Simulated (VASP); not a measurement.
KH7C3O3, 28 atoms in the cell. The typed cell holds 28 atoms: a = 5.239 Å, b = 5.239 Å, c = 9.067 Å, α = 92.47°, β = 92.47°, γ = 87.77°. 

```yaml
Program: VASP 6.6.1
Task: single point
Functional: PBE
Potentials_or_basis: VASP PAW PBE potentials, release 64 (K_sv, H, C, O)
Cutoff: 520 eV
k_mesh: 2 × 2 × 1
Occupations: fermi-dirac, width 0.05 eV
Spin: no spin polarisation
Dipole_correction: no
Further_INCAR_settings: LREAL = Auto; ALGO = Normal; EDIFF = 1e-07; NBANDS = 66
```

Potentials or basis: VASP PAW PBE potentials, release 64 (K_sv, H, C, O).

Launch:

```console
$ cat potpaw_PBE.64/K_sv/POTCAR potpaw_PBE.64/H/POTCAR potpaw_PBE.64/C/POTCAR potpaw_PBE.64/O/POTCAR > POTCAR
$ mpirun -np 1 vasp_std > vasp.out
```

Hardware: 1 thread of Intel(R) Xeon(R) 6975P-C (Granite Rapids) (shared host).

Question: How long does it take, and how much memory?

Answer: Wall time 2.5 min on 1 thread of Intel(R) Xeon(R) 6975P-C (Granite Rapids) (shared host), peak memory 0.34 GiB. Counts: scf iterations 18, k points 4.
